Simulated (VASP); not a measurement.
Zn2SnO3:

```
CELL_PARAMETERS angstrom
1.96775 -6.09327 0.00000
1.96775 6.09327 0.00000
0.00000 0.00000 3.61917
ATOMIC_POSITIONS crystal
Zn 0.65784 0.34216 0.00000
Zn 0.34216 0.65784 0.00000
Sn 0.00000 0.00000 0.50000
O 0.82065 0.17935 0.00000
O 0.50000 0.50000 0.00000
O 0.17935 0.82065 0.00000
```

The cell was built by a generator and needn't be a form met in nature.

```yaml
Program: VASP 6.6.1
Task: relaxation of cell and atoms
Functional: PBE
Potentials_or_basis: VASP PAW PBE potentials, release 64 (Zn, Sn_d, O)
Cutoff: 520 eV
k_mesh: 4 × 4 × 4
Occupations: gaussian, width 0.15 eV
Spin: no spin polarisation
```

At the start: pressure 4.1 GPa; volume 14.46 Å³/atom.

**Question.** Where does the relaxation end?

**Answer.** Over 15 steps the energy falls by 57.7 meV/atom and the volume is 14.48 Å³/atom (+0.1 %); space group Cmmm (No. 65, to 0.05 Å).

The path:
| step | energy change (eV) | largest force (eV/Å) | pressure (GPa) | volume (Å³) |
| --- | --- | --- | --- | --- |
| 1 | 0.0000 | 1.3405 | 4.14 | 86.79 |
| 2 | -0.2137 | 0.4666 | -4.32 | 91.53 |
| 3 | -0.2194 | 0.5419 | -3.24 | 90.83 |
| 4 | -0.3080 | 0.2368 | -0.80 | 88.18 |
| 5 | -0.3167 | 0.1546 | -0.22 | 87.32 |
| 6 | -0.3172 | 0.1600 | 0.66 | 86.93 |
| 7 | -0.3172 | 0.1336 | -0.51 | 87.10 |
| 8 | -0.3172 | 0.1479 | 0.01 | 87.01 |
| 9 | -0.3277 | 0.0516 | 0.23 | 86.69 |
| 10 | -0.3315 | 0.1106 | 0.09 | 86.42 |
| 11 | -0.3385 | 0.0405 | 0.29 | 86.43 |
| 12 | -0.3441 | 0.2096 | 0.71 | 86.42 |
| 13 | -0.3452 | 0.1181 | 0.44 | 86.43 |
| 14 | -0.3450 | 0.0495 | -1.44 | 87.31 |
| 15 | -0.3462 | 0.0703 | -0.17 | 86.89 |

Final structure:
```
Zn Sn O
1.0
     2.07239   -5.97828    0.00000
     2.07239    5.97828    0.00000
     0.00000    0.00000    3.50662
Zn Sn O
2 1 3
Cartesian
  2.0724 -1.9814 0.0000
  2.0724 1.9814 0.0000
  0.0000 0.0000 1.7533
  2.0724 -3.9588 0.0000
  2.0724 0.0000 0.0000
  2.0724 3.9588 0.0000
```

Caveat: the k mesh is coarse (spacing up to 0.43 Å⁻¹), so the values aren't converged; the relaxation stopped at a loose force limit of 0.08 eV/Å, so its end isn't a converged minimum.
